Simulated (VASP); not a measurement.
Data:

```yaml
crystal:
  lattice:
    - [4.98193, 0.00000, -0.00097]
    - [0.00000, 4.56399, 0.00000]
    - [-0.02448, 0.00000, 8.53043]
  atoms:
    - { symbol: Ba, position: [0.24556, 0.24244, 0.33854] }
    - { symbol: Ba, position: [0.75444, 0.74244, 0.66146] }
    - { symbol: Ga, position: [0.74317, 0.83006, 0.14215] }
    - { symbol: Ga, position: [0.25683, 0.33006, 0.85785] }
    - { symbol: H, position: [0.74413, 0.17738, 0.15635] }
    - { symbol: H, position: [0.25587, 0.67738, 0.84365] }
    - { symbol: H, position: [0.99043, 0.72692, 0.24788] }
    - { symbol: H, position: [0.00957, 0.22692, 0.75212] }
    - { symbol: H, position: [0.47648, 0.72790, 0.22860] }
    - { symbol: H, position: [0.52352, 0.22790, 0.77140] }
    - { symbol: H, position: [0.76090, 0.70500, 0.97250] }
    - { symbol: H, position: [0.23910, 0.20500, 0.02750] }
    - { symbol: H, position: [0.74641, 0.23878, 0.48264] }
    - { symbol: H, position: [0.25359, 0.73878, 0.51736] }
```

Level of theory: r2SCAN meta-GGA, VASP's PBE PAW potentials (set 64) (plane waves; VASP). Run with LREAL = Auto, 400 eV cut-off, 5×6×3 Γ-centred mesh, tetrahedra with Blöchl corrections, potentials Ba_sv Ga_d H.

The cores are frozen, which limits the accuracy of field gradients.

Q: Give the principal components of the electric field gradient (V/Å²) and the asymmetry η at each nucleus.

A: 
| atom | Vxx | Vyy | Vzz | η |
|---|---|---|---|---|
| Ba1 | -37.4 | -7.2 | 44.5 | 0.68 |
| Ba2 | -37.4 | -7.2 | 44.5 | 0.68 |
| Ga3 | 22.2 | 16.7 | -38.9 | 0.14 |
| Ga4 | 22.2 | 16.7 | -38.9 | 0.14 |
| H5 | -5.4 | -4.2 | 9.6 | 0.12 |
| H6 | -5.4 | -4.2 | 9.6 | 0.12 |
| H7 | -6.2 | -4.0 | 10.2 | 0.21 |
| H8 | -6.2 | -4.0 | 10.2 | 0.21 |
| H9 | -6.3 | -4.1 | 10.4 | 0.22 |
| H10 | -6.3 | -4.1 | 10.4 | 0.22 |
| H11 | -6.6 | -6.2 | 12.8 | 0.03 |
| H12 | -6.6 | -6.2 | 12.8 | 0.03 |
| H13 | 0.3 | 0.2 | -0.5 | 0.19 |
| H14 | 0.3 | 0.2 | -0.5 | 0.19 |

The structure comes from a computed database's BaGaH5 entry (P2_1); how it stands against other phases isn't given here. It was relaxed first.
